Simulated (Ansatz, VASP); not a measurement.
# Cross-check of SiO between VASP and Ansatz, part 2 of 2

One calculation is typed for both programs; each brings its own data sets. How far apart do they land? Of the first pair: The structure shown is frame 165 of Ansatz's trajectory.

VASP 6.6.1 and Ansatz 0.2.0.

So far. Step 3 (VASP: single point, PBE, pair 1): The run ends at a pressure of -1.47 GPa, with forces up to 8.1 eV/Å.

### 6. VASP: single point, PBE, pair 2

Level of this step: PBE; plane waves and PAW (Si, O) (VASP).

The same cell, functional, mesh and smearing now go to VASP, with its own data sets.

INCAR

```
SYSTEM = SiO
PREC = Accurate
ENCUT = 520
EDIFF = 1E-06
NELM = 120
ISMEAR = -1
SIGMA = 0.1
LREAL = Auto
ALGO = Normal
GGA = PE
NBANDS = 116
LORBIT = 11
LWAVE = .FALSE.
LCHARG = .FALSE.
ISIF = 2
LASPH = .TRUE.
GGA_COMPAT = .FALSE.
EFERMI = MIDGAP
```

POSCAR

```
SiO
1.0
    8.4942445963      0.0000000000      0.0000000000
    0.0000000000      8.4942445963      0.0000000000
    0.0000000000      0.0000000000      8.4942445963
Si O
18 18
Direct
    0.8629599627      0.5569768973      0.7406233631
    0.0707249471      0.5813448087      0.2647084122
    0.8640509367      0.3264661111      0.0904790762
    0.4626027607      0.0387899595      0.4756511252
    0.5287896939      0.6445423060      0.9768415432
    0.2640947025      0.5295632765      0.7468167332
    0.7729197018      0.7614924349      0.4250117782
    0.6942231217      0.5230813582      0.2730150955
    0.9980881172      0.9574781494      0.0874202992
    0.9188801320      0.9048164216      0.6092067330
    0.2232989618      0.2561406109      0.2128581751
    0.7549680171      0.7624934656      0.8986995265
    0.2082477117      0.1910601916      0.8815069916
    0.6939685964      0.2349645077      0.3309219517
    0.1998652124      0.7294668678      0.0336152792
    0.9229429305      0.2549187247      0.5503354591
    0.6341191308      0.1385286697      0.7790207740
    0.1675798223      0.7899469957      0.5143415580
    0.9335306402      0.1254013807      0.0535282918
    0.2699206473      0.3606353650      0.7222502167
    0.8632655814      0.8093657439      0.0780835768
    0.4786856505      0.1265743400      0.3248517239
    0.2400843273      0.3361330095      0.0384822217
    0.4613902926      0.5781222738      0.7762182882
    0.4644507178      0.1639070300      0.6524756778
    0.8395423418      0.8970176116      0.7945218581
    0.1158403661      0.0265578649      0.2149736777
    0.3179193829      0.8982996086      0.4761279186
    0.0224702034      0.0762316169      0.5443848417
    0.8373583449      0.3788533475      0.9087348395
    0.3903906889      0.8033998695      0.9770548166
    0.6030347893      0.8828756831      0.4779372614
    0.2337625174      0.5927154490      0.5497252813
    0.1585099163      0.6025674140      0.8865169721
    0.0299476895      0.3995780863      0.1933358501
    0.5488034807      0.4843149916      0.0988296240
```

KPOINTS

```
Automatic mesh
0
Gamma
1 1 1
0 0 0
```

PAW data sets: Si and O (PBE family, release 64).

The run is started by

```
$ mpirun -np 4 vasp_gam
```

Numbers of over 12 decimals in the logs are rounded to 6 here.

The log of the run:

```text
[... set-up lines as in an earlier step ...]
 entering main loop
       N       E                     dE             d eps       ncg     rms          rms(c)
DAV:   1     0.147284022849E+04    0.14728E+04   -0.96037E+04   232   0.145E+03
DAV:   2    -0.896393803317E+02   -0.15625E+04   -0.14861E+04   292   0.319E+02
DAV:   3    -0.253869718572E+03   -0.16423E+03   -0.16174E+03   272   0.109E+02
DAV:   4    -0.258380379921E+03   -0.45107E+01   -0.44793E+01   272   0.192E+01
[...]
DAV:  16    -0.226114289256E+03   -0.20629E-04   -0.39402E-05   272   0.208E-02    0.886E-03
DAV:  17    -0.226114292061E+03   -0.28059E-05   -0.75829E-06   288   0.101E-02    0.489E-03
DAV:  18    -0.226114292943E+03   -0.88106E-06   -0.28805E-06   208   0.655E-03
   1 F= -.22611429E+03 E0= -.22597473E+03  d E =-.279136E+00
```

From OUTCAR (step 6):

```text
  Total      -12.7212089    -22.0586572    -14.7253104    -12.1241328     -4.6155864     -3.0238201
  in kB      -33.2555917    -57.6654077    -38.4946834    -31.6947244    -12.0659961     -7.9048247
  external PRESSURE =     -43.1385610 kB  Pullay stress =       0.0000000 kB

 POSITION                                       TOTAL-FORCE (eV/Angst)
 -----------------------------------------------------------------------------------
      7.33019      4.73110      6.29104         0.039201     -1.762020      0.757803
      0.60075      4.93808      2.24850        -0.408782      1.164479      0.227957
      7.33946      2.77308      0.76855         0.260130     -2.162971      0.617348
      3.92946      0.32949      4.04030         0.076838     -5.634894      6.538755
      4.49167      5.47490      8.29753        -2.918423     -0.493804     -3.100486
      2.24328      4.49824      6.34364         3.609636      7.324183     -2.112767
      6.56537      6.46830      3.61015        -2.576432      0.888592      0.508632
      5.89690      4.44318      2.31906        -0.673071     -1.437247     -0.416361
      8.47800      8.13305      0.74257         1.384634     -2.912317     -0.019385
      7.80519      7.68573      5.17475         2.207124     -0.141301     -0.726832
      1.89676      2.17572      1.80807        -0.770569     -0.705024      2.493396
      6.41288      6.47681      7.63377         2.026575     -1.253121      2.739320
      1.76891      1.62291      7.48774         1.429779      3.450460     -0.855803
      5.89474      1.99585      2.81093        -0.242675      1.280341     -0.041853
[...]
-----------------------------------------------------------------------------------
    total drift:                                0.005904     -0.001587     -0.002563

  FREE ENERGIE OF THE ION-ELECTRON SYSTEM (eV)
  ---------------------------------------------------
  free  energy   TOTEN  =      -226.1142929425 eV

  energy  without entropy=     -225.8351573717  energy(sigma->0) =     -225.97472516

[... 2 parts as in an earlier step ...]

[... 1 further part left out ...]
[key lines of the parts left out:]
E-fermi :   3.5502
```

The run ends at a pressure of -4.31 GPa, with forces up to 11 eV/Å.

### 7. Side by side

Forces on 8 of the 36 atoms, those with the largest forces and the largest differences (eV/Å; atoms numbered as in POSCAR):

```tsv
atom	Ansatz x, y, z	VASP x, y, z
Si4	0.126, -5.560, 6.461	0.077, -5.635, 6.539
Si5	-2.979, -0.531, -3.098	-2.918, -0.494, -3.100
Si6	3.624, 7.289, -2.094	3.610, 7.324, -2.113
Si9	1.395, -2.815, 0.053	1.385, -2.912, -0.019
O19	-3.350, 4.583, -2.357	-3.365, 4.613, -2.342
O20	-2.262, -10.292, 1.221	-2.277, -10.414, 1.214
O22	2.169, 4.028, -4.748	2.190, 4.122, -4.870
O23	0.837, -3.190, -3.532	0.841, -3.142, -3.543
```

The forces differ by 40 meV/Å r.m.s., which is 1.7 % of the r.m.s. force of 2.318 eV/Å (both taken over all components).

### 8. Ansatz: dynamics, PBE

One frame of this run of dynamics is then solved in both programs, so the motion causes no difference.

The structure compared here is frame 495 of Ansatz's trajectory.

input.yaml

```yaml
crystal:
  lattice:
    - [8.4942445963, 0.0, 0.0]
    - [0.0, 8.4942445963, 0.0]
    - [0.0, 0.0, 8.4942445963]
  atoms:
    - { symbol: Si, position: [0.99673937, 0.6353821, 0.88504162] }
    - { symbol: Si, position: [0.00404745, 0.71430083, 0.31438723] }
    - { symbol: Si, position: [0.83664144, 0.13538155, 0.87355914] }
    - { symbol: Si, position: [0.51693061, 0.85864798, 0.44211913] }
    - { symbol: Si, position: [0.49136129, 0.63232568, 1.03212215] }
    - { symbol: Si, position: [0.30942575, 0.63061594, 0.72026111] }
    - { symbol: Si, position: [0.59846876, 0.52301025, 0.57824942] }
    - { symbol: Si, position: [0.9393976, 0.37918039, 0.30054338] }
    - { symbol: Si, position: [0.14619899, 0.13895585, 1.07721562] }
    - { symbol: Si, position: [-0.04058313, 0.79516818, 0.60053557] }
    - { symbol: Si, position: [0.35608205, 0.28611655, 0.93988099] }
    - { symbol: Si, position: [0.81821943, 0.59622029, 0.11695896] }
    - { symbol: Si, position: [0.46337422, 0.16545968, 0.64761144] }
    - { symbol: Si, position: [0.73936946, 0.0659403, 0.24045375] }
    - { symbol: Si, position: [0.18294011, 0.83657763, 1.11049392] }
    - { symbol: Si, position: [0.76787381, 0.29666558, 0.5854643] }
    - { symbol: Si, position: [0.79406861, 1.01707314, 0.61709902] }
    - { symbol: Si, position: [0.1974424, 0.90559224, 0.4954882] }
    - { symbol: O, position: [0.02348991, 0.14942777, 0.92667911] }
    - { symbol: O, position: [0.41311054, 0.4873647, 0.62824515] }
    - { symbol: O, position: [0.75290403, 0.07781857, 0.0425667] }
    - { symbol: O, position: [0.6260658, 0.9133987, 0.28323684] }
    - { symbol: O, position: [0.49859525, 0.18252053, 0.84925621] }
    - { symbol: O, position: [0.43739746, 0.68930756, 0.85083622] }
    - { symbol: O, position: [0.58988518, 0.96629746, 0.59884642] }
    - { symbol: O, position: [0.87323621, 0.6717459, 0.73732454] }
    - { symbol: O, position: [1.06682777, 0.24114316, 0.22612782] }
    - { symbol: O, position: [0.35709732, -0.04251961, 0.38029315] }
    - { symbol: O, position: [0.80753808, 0.31421899, 0.78754925] }
    - { symbol: O, position: [0.15401511, 0.53681407, 0.79550311] }
    - { symbol: O, position: [0.35749795, 0.73993996, 0.13429752] }
    - { symbol: O, position: [0.60238623, 0.68039529, 0.46477541] }
    - { symbol: O, position: [0.33024585, 0.76755548, 0.57811886] }
    - { symbol: O, position: [0.09753557, 0.79972173, 0.93311017] }
    - { symbol: O, position: [0.06897565, 0.52572727, 0.3418424] }
    - { symbol: O, position: [0.43413466, 0.44141394, 0.02681027] }
kpoints:
  mp_grid: { grid: [1, 1, 1] }
scf:
  occupations: { method: fermi_dirac, width: 0.1 }
  n_extra_bands: 24
hamiltonian:
  xc: pbe
  pseudopotentials: { kind: paw, azcp: { folder: soft_1 } }
output:
  forces: true
basis:
  ecutwfc: 320
md:
  timestep: 1.5
  n_steps: 495
  ensemble: nvt_langevin
  temperature: 3400
  seed: 1
```

The run is started by

```
$ ansatz run input.yaml --threads 8 --pin off --max-ram 23552MiB --backend cpu --events-out ev --progress --plain --runs-dir out
```

The log of the run:

```text
[...]
Crystal: 36 atoms, lattice volume = 612.878 Å³
Basis set: ecut = 320 eV, 8025 PW (Γ), exchange–correlation on 100×100×100 points (8 copies of the dense FFT grid, shifted against one another)
Bands: 114, of which v1, the nominal top of the filled ones, is band 90 counted from 1 (89 counted from 0)
Symmetry: 1 space group operations
k-points: 1
[...]
SCF iter   1: F=—  HF=-21677.072341 eV  |F-HF|=—  |Δ(HF+E_count)|=         —  Δρ=6.62e-2  dr2=5.11e1  ethr=3.10e-3  ⟨swp⟩=10.0  Hψ=659  notcnv=0
[...]
md step    61: t =    91.50 fs  T =  1947.7 K  F+E_penalty+E_count = -21656.00448604 eV  E_kin = 9.063144 eV  (9 SCF iters)
[...]
md step    62: t =    93.00 fs  T =  2008.9 K  F+E_penalty+E_count = -21656.22128032 eV  E_kin = 9.348305 eV  (8 SCF iters)
[...]
md step    65: t =    97.50 fs  T =  2111.8 K  F+E_penalty+E_count = -21656.36929532 eV  E_kin = 9.826893 eV  (8 SCF iters)
[...]
md step    66: t =    99.00 fs  T =  1947.6 K  F+E_penalty+E_count = -21656.21494096 eV  E_kin = 9.062769 eV  (7 SCF iters)
[...]
```

### 9. VASP: single point, PBE, pair 3

The same cell, functional, mesh and smearing now go to VASP, with its own data sets.

INCAR is that of step 6.

POSCAR

```
SiO
1.0
    8.4942445963      0.0000000000      0.0000000000
    0.0000000000      8.4942445963      0.0000000000
    0.0000000000      0.0000000000      8.4942445963
Si O
18 18
Direct
    0.9889738758      0.6631655041      0.6544751493
    0.1316313637      0.6627950180      0.2633490212
    0.6668078528      0.3778221787      0.0449363565
    0.4491803782      0.1192937632      0.6200338288
    0.4471585386      0.7010236087      0.0169416364
    0.3846723464      0.6144617030      0.6364269287
    0.6567876562      0.8033857423      0.6372088699
    0.5515333291      0.6118200319      0.3584483547
    0.8971298754      0.9865245227      0.0951696639
    0.8405519190      0.9742297748      0.6971073099
    0.2574961170      0.3182770368      0.1963361644
    0.7290303369      0.6641884321      0.9189608926
    0.1146065420      0.3911782811      0.7807266349
    0.6370245098      0.3004825174      0.3051088264
    0.1029620692      0.6980205165      0.0017870222
    0.8912033218      0.3193386968      0.5137384438
    0.6827807858      0.2550253150      0.7773783678
    0.2060502238      0.9348459313      0.5437464094
    0.7244090427      0.0067312637      0.1634327088
    0.2913031255      0.4180661340      0.6982226533
    0.8922656881      0.7823335579      0.0969722488
    0.4845655141      0.2018456596      0.3993680617
    0.2510994328      0.3322283657      0.9950199696
    0.4569087876      0.5164658199      0.9411151173
    0.5066717765      0.2105581472      0.7817563910
    0.7396961471      0.0461216297      0.8544670356
    0.0468347007      0.0969495275      0.0738847337
    0.2660415502      0.0879428408      0.6546392604
    0.9033132862      0.0817286331      0.5401576265
    0.7872243989      0.5200065703      0.0347847770
    0.2467580226      0.7787935613      0.9762088320
    0.5434370235      0.9446951885      0.5924105367
    0.2542573357      0.7639619894      0.6439470795
    0.0360351055      0.6107428319      0.8612423291
    0.2727796420      0.4911515030      0.2743454081
    0.4378702494      0.6637242354      0.2161444704
```

KPOINTS is that of step 6.

The run is started by

```
$ mpirun -np 4 vasp_gam
```

The log of the run:

```text
[... set-up lines as in an earlier step ...]
 entering main loop
       N       E                     dE             d eps       ncg     rms          rms(c)
DAV:   1     0.144724658559E+04    0.14472E+04   -0.96891E+04   232   0.145E+03
DAV:   2    -0.837361370012E+02   -0.15310E+04   -0.14581E+04   284   0.317E+02
DAV:   3    -0.248019583979E+03   -0.16428E+03   -0.16135E+03   264   0.108E+02
DAV:   4    -0.252686013086E+03   -0.46664E+01   -0.46195E+01   280   0.193E+01
[...]
DAV:  17    -0.219420680940E+03   -0.14070E-04   -0.18849E-05   264   0.148E-02    0.807E-03
DAV:  18    -0.219420682602E+03   -0.16617E-05   -0.50708E-06   256   0.932E-03    0.400E-03
DAV:  19    -0.219420683583E+03   -0.98135E-06   -0.34707E-06   224   0.621E-03
   1 F= -.21942068E+03 E0= -.21923511E+03  d E =-.371146E+00
```

OUTCAR, selected parts (step 9):

```text
  Total       18.9963682      3.1124524    -15.9078288     18.2392584      8.3729539     11.3684825
  in kB       49.6600180      8.1365259    -41.5860051     47.6807931     21.8884494     29.7193149
  external PRESSURE =       5.4035129 kB  Pullay stress =       0.0000000 kB

 POSITION                                       TOTAL-FORCE (eV/Angst)
 -----------------------------------------------------------------------------------
      8.40059      5.63309      5.55927        -0.648792      1.001712     -0.301977
      1.11811      5.62994      2.23695         0.866234     -2.294377      1.973698
      5.66403      3.20931      0.38170        -2.578760     -2.582888     -1.726652
      3.81545      1.01331      5.26672         1.418266      0.335784     -2.559388
      3.79827      5.95467      0.14391         0.172032     -0.920080     -0.335435
      3.26750      5.21939      5.40597         0.218199     -2.225265      0.139847
      5.57891      6.82416      5.41261        -0.337924     -4.111463     -0.933766
      4.68486      5.19695      3.04475         0.916158     -1.088167      2.215914
      7.62044      8.37978      0.80839        -1.258053      0.263267      0.985903
      7.13985      8.27535      5.92140         2.059999      0.611041     -0.693524
      2.18724      2.70352      1.66773        -0.300469     -1.213970     -3.429563
      6.19256      5.64178      7.80588        -0.397762      2.562641      0.067917
      0.97350      3.32276      6.63168         1.787231     -1.650350      1.739900
      5.41104      2.55237      2.59167        -0.312046     -0.540434      1.918545
[...]
-----------------------------------------------------------------------------------
    total drift:                               -0.010602      0.017474     -0.020879

  FREE ENERGIE OF THE ION-ELECTRON SYSTEM (eV)
  ---------------------------------------------------
  free  energy   TOTEN  =      -219.4206835833 eV

  energy  without entropy=     -219.0495373397  energy(sigma->0) =     -219.23511046

[... 2 parts as in an earlier step ...]

[... 1 further part left out ...]
[key lines of the parts left out:]
E-fermi :   3.2983
```

The run ends at a pressure of 0.54 GPa, with forces up to 13 eV/Å.

### 10. Side by side

Forces on 10 of the 36 atoms, those with the largest forces and the largest differences (eV/Å; atoms numbered as in POSCAR):

```tsv
atom	Ansatz x, y, z	VASP x, y, z
Si5	0.182, -1.032, -0.353	0.172, -0.920, -0.335
Si15	-8.578, -2.762, 7.110	-8.584, -2.764, 7.204
Si17	5.407, 0.735, 2.405	5.468, 0.800, 2.429
O19	-0.009, 1.623, 0.753	-0.118, 1.648, 0.813
O25	-4.272, -1.413, -2.121	-4.307, -1.404, -2.102
O27	-1.148, -1.432, 0.022	-1.065, -1.370, 0.021
O31	11.883, 5.557, -1.690	11.947, 5.546, -1.692
O32	-3.076, 3.649, -0.493	-3.090, 3.660, -0.482
O34	-1.229, -2.825, -4.782	-1.246, -2.853, -4.857
O36	1.002, 3.573, -2.166	0.987, 3.598, -2.183
```

The forces differ by 38 meV/Å r.m.s., which is 1.6 % of the r.m.s. force of 2.447 eV/Å (both taken over all components).

### 11. Outcome

```json
{
  "r.m.s. force difference (single point, PBE, pair 1)": "2.0 % of the r.m.s. force",
  "r.m.s. force difference (single point, PBE, pair 2)": "1.7 % of the r.m.s. force",
  "r.m.s. force difference (single point, PBE, pair 3)": "1.6 % of the r.m.s. force"
}
```

The r.m.s. force difference is 2.0 % of the r.m.s. force (single point, PBE, pair 1), within the 3 % picked in this series as the mark of a large difference. 6 further runs of this series are not shown here. Such differences can come from data sets, numerical settings and the points named under the comparisons, not from the functional's error against experiment.

[Lines on the potential files, build, host, timing and source positions are cut from VASP's logs without a mark.]

[Logs are printed without paths, hosts, clocks, repeated set-up lines and the standing remarks that a program may print on its own settings, such as how far it seeks lower states.]

[Hosts, paths, dates, database ids (printed as entryN), source tags and the programs' standing remarks are cut or masked in the printed files.]
